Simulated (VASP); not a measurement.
All values below come from MS2 meta-GGA, VASP's PBE PAW potentials (set 64) (plane waves; VASP).

The input files of a VASP run:

### INCAR
```
SYSTEM=GaP
PREC=Accurate; ENCUT=520; LREAL=.False.
LASPH=.True.
EDIFF=1E-7; NELM=100; ALGO=Normal
LMAXMIX=4; LMIXTAU=.True.
ISMEAR=0; SIGMA=0.05
METAGGA=MS2
ISIF=2
LWAVE=.False.; LCHARG=.False.
```

KPOINTS:
```
Automatic mesh
0
Gamma
8 8 8
0 0 0
```

### POSCAR
```
GaP
1
    0.0000000000     2.6618066206     2.6618066206
    2.6618066206     0.0000000000     2.6618066206
    2.6618066206     2.6618066206     0.0000000000
Ga P
1 1
Direct
  0.0000000000   0.0000000000   0.0000000000
  0.2500000000   0.2500000000   0.2500000000
```

POTCAR, in this order: Ga_d P (PBE.64 set). Program: vasp_std.

The run wrote:

File OSZICAR:
```
       N       E                     dE             d eps       ncg     rms          rms(c)
DAV:   1     0.556315774417E+02    0.55632E+02   -0.85940E+03   778   0.181E+03
DAV:   2    -0.208695938323E+02   -0.76501E+02   -0.73463E+02   819   0.293E+02
DAV:   3    -0.253061837759E+02   -0.44366E+01   -0.43958E+01   944   0.632E+01
DAV:   4    -0.253727492809E+02   -0.66566E-01   -0.66530E-01   924   0.824E+00
DAV:   5    -0.253741328604E+02   -0.13836E-02   -0.13835E-02   940   0.990E-01    0.713E+00
DAV:   6    -0.147355605700E+02    0.10639E+02   -0.62859E+00   996   0.634E+01    0.278E+00
DAV:   7    -0.148726987433E+02   -0.13714E+00   -0.66577E-01   845   0.151E+01    0.272E+00
DAV:   8    -0.149320138915E+02   -0.59315E-01   -0.43956E-01   754   0.864E+00    0.664E-01
DAV:   9    -0.149433464008E+02   -0.11333E-01   -0.79124E-02   754   0.437E+00    0.385E-01
DAV:  10    -0.149166517146E+02    0.26695E-01   -0.73890E-02   764   0.474E+00    0.115E-01
DAV:  11    -0.149465653035E+02   -0.29914E-01   -0.40417E-02   764   0.302E+00    0.129E-01
DAV:  12    -0.149468319186E+02   -0.26662E-03   -0.56754E-04   909   0.292E-01    0.859E-02
DAV:  13    -0.149468985031E+02   -0.66585E-04   -0.93500E-04   764   0.492E-01    0.271E-02
DAV:  14    -0.149470472931E+02   -0.14879E-03   -0.54413E-04   759   0.303E-01    0.104E-02
DAV:  15    -0.149470366094E+02    0.10684E-04   -0.16085E-05   829   0.563E-02    0.644E-03
DAV:  16    -0.149470358550E+02    0.75440E-06   -0.40572E-07   944   0.652E-03    0.708E-03
DAV:  17    -0.149470564700E+02   -0.20615E-04   -0.61389E-06   774   0.446E-02    0.136E-02
DAV:  18    -0.149470598338E+02   -0.33638E-05   -0.96434E-06   759   0.573E-02    0.363E-03
DAV:  19    -0.149470571468E+02    0.26870E-05   -0.76678E-07   819   0.118E-02    0.663E-03
DAV:  20    -0.149470569263E+02    0.22046E-06   -0.24874E-08   492   0.252E-03    0.590E-03
DAV:  21    -0.149470562151E+02    0.71121E-06   -0.35164E-08   407   0.396E-03    0.434E-03
DAV:  22    -0.149470562707E+02   -0.55576E-07   -0.17896E-08   387   0.260E-03
   1 F= -.14947056E+02 E0= -.14947056E+02  d E =-.157785E-17
```

File OUTCAR:
```
------------------------ aborting loop because EDIFF is reached ----------------------------------------
  FORCE on cell =-STRESS in cart. coord.  units (eV):
  Direction    XX          YY          ZZ          XY          YZ          ZX
  --------------------------------------------------------------------------------------
  Total        1.4515531      1.4515531      1.4515531      0.0000000      0.0000000     -0.0000000
  in kB       61.6572301     61.6572301     61.6572301      0.0000000      0.0000000     -0.0000000
  external PRESSURE =      61.6572301 kB  Pullay stress =       0.0000000 kB
  volume of cell :       37.72
      direct lattice vectors                 reciprocal lattice vectors
     0.000000000  2.661806621  2.661806621    -0.187842346  0.187842346  0.187842346
     2.661806621  0.000000000  2.661806621     0.187842346 -0.187842346  0.187842346
     2.661806621  2.661806621  0.000000000     0.187842346  0.187842346 -0.187842346
  FREE ENERGIE OF THE ION-ELECTRON SYSTEM (eV)
  ---------------------------------------------------
  free  energy   TOTEN  =       -14.9470562707 eV

  energy  without entropy=      -14.9470562707  energy(sigma->0) =      -14.94705627
```
(Selected blocks of OUTCAR.)

The compound is GaP in the zinc blende structure. This cell is one point of a volume scan, at 0.94 of the reference volume.
